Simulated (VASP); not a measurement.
Here is a VASP 6.6.1 calculation.

Contents of INCAR:

```
SYSTEM = CBr2ClF
  PREC = Accurate
  ENCUT = 520
  EDIFF = 1E-6
  ISMEAR = 0
  SIGMA = 0.01
  LREAL = .FALSE.
  LASPH = .TRUE.
  NELM = 60
  ALGO = Fast
  ISIF = 2
  LWAVE = .FALSE.
  LCHARG = .FALSE.
  GGA = PE
  IBRION = 2
  NSW = 60
  EDIFFG = -0.02
```

File KPOINTS:

```
Automatic mesh
0
G
  1 1 1
  0 0 0
```

The input POSCAR:

```
CBr2ClF
1.0
   12.0000000000      0.0000000000      0.0000000000
    0.0000000000     12.0000000000      0.0000000000
    0.0000000000      0.0000000000     12.0000000000
F C Cl Br
1 1 1 2
Direct
    0.5926630000      0.4063030000      0.5260800000
    0.4964730000      0.4587350000      0.5070060000
    0.4117220000      0.4454980000      0.6260380000
    0.4234910000      0.3903100000      0.3805080000
    0.5303060000      0.6106870000      0.4787630000
```

Potentials or basis: VASP PAW PBE potentials, release 64 (F, C, Cl, Br).

Launch:

```bash
$ cat potpaw_PBE.64/F/POTCAR potpaw_PBE.64/C/POTCAR potpaw_PBE.64/Cl/POTCAR potpaw_PBE.64/Br/POTCAR > POTCAR
$ mpirun -np 1 vasp_gam > vasp.out
```

Q: Estimate the gap between the frontier levels.

A: 3.97 eV.

Q: Estimate the energy gained by relaxing.

A: 11.5 meV/atom.

Step by step:
| step | energy change (eV) | largest force (eV/Å) | pressure (GPa) |
| --- | --- | --- | --- |
| 1 | 0.0000 | 1.2543 | 0.16 |
| 2 | -0.0107 | 1.3987 | -0.09 |
| 3 | -0.0461 | 0.5254 | 0.02 |
| 4 | -0.0553 | 0.2508 | -0.01 |
| 5 | -0.0562 | 0.1063 | -0.01 |
| 6 | -0.0569 | 0.0554 | -0.01 |
| 7 | -0.0571 | 0.0509 | -0.01 |
| 8 | -0.0573 | 0.0264 | -0.01 |
| 9 | -0.0573 | 0.0296 | 0.00 |
| 10 | -0.0574 | 0.0269 | -0.01 |
| 11 | -0.0574 | 0.0282 | -0.01 |
| 12 | -0.0574 | 0.0104 | -0.01 |
